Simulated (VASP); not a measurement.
Here is the system:

```
CsBr
1.0
    4.38646     0.00000     0.00000
    0.00000     4.38646     0.00000
    0.00000     0.00000     4.38646
Cs Br
1 1
Direct
  0.00000   0.00000   0.00000
  0.50000   0.50000   0.50000
```

Computed with PBE GGA, VASP's PBE PAW potentials (set 64) (plane waves; VASP 6.6.1). Run with 480 eV cut-off, 6×6×6 Γ-centred mesh, Gaussian smearing of 0.050 eV, potentials Cs_sv Br.

Unless said otherwise, spin-orbit coupling is left out, though it shifts the bands of the heavy elements here.

Task: Estimate the energy per atom (σ→0), band gap (on the k-mesh) with the smallest direct gap where there is one.

Result: 
```yaml
band gap (on the k-mesh): 4.25 eV
smallest direct gap (on the k-mesh): 4.27 eV
energy per atom (σ→0): -3.012 eV/atom
```

The compound is CsBr in the CsCl type structure. It was relaxed first, which changed the volume by +7 %.
